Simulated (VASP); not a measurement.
Consider the following.

```
CELL_PARAMETERS angstrom
      2.13118    -3.69132     0.00000
      2.13118     3.69132     0.00000
      0.00000     0.00000     6.95162
ATOMIC_POSITIONS crystal
  Cd 0.66667 0.33333 0.50001
  Cd 0.33333 0.66667 0.00001
  Se 0.66667 0.33333 0.87599
  Se 0.33333 0.66667 0.37599
```

Computed with LDA (Ceperley-Alder, Perdew-Zunger), VASP's LDA PAW potentials (set 64) (plane waves; VASP 6.6.1). Settings: 520 eV cut-off, Gaussian smearing of 0.050 eV, potentials Cd Se.

**Question.** What does the run give for the band gap (along the path) with the smallest direct gap where there is one?

**Answer.** 
```
Item                                   Result
------------------------------------  -------
band gap (along the path)             0.48 eV
smallest direct gap (along the path)  0.48 eV
```

Total energies compare only between runs with the same potentials, cut-off and functional.

The compound is CdSe in the wurtzite structure. It was relaxed first.
